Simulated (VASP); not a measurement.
Consider the following.

```yaml
crystal:
  lattice:
    - [-1.64614, 1.64614, 1.64614]
    - [1.64614, -1.64614, 1.64614]
    - [1.64614, 1.64614, -1.64614]
  atoms:
    - { symbol: Ta, position: [0.00000, 0.00000, 0.00000] }
```

The numbers are results of LDA (Ceperley-Alder, Perdew-Zunger), VASP's LDA PAW potentials (set 64) (plane waves; VASP 6.6.1), not measurements. Settings: 520 eV cut-off, 16×16×16 Γ-centred mesh, first-order Methfessel-Paxton smearing of 0.10 eV, potentials Ta_pv.

Task: Give the stress tensor in GPa (positive for a compressed cell).

Result: 
```
-6.58   0.00   0.00
 0.00  -6.58   0.00
 0.00   0.00  -6.58
```
The pressure is its mean diagonal, -6.58 GPa.

The compound is Ta in the bcc structure. This cell is one point of a volume scan, at 1.03 of the reference volume.
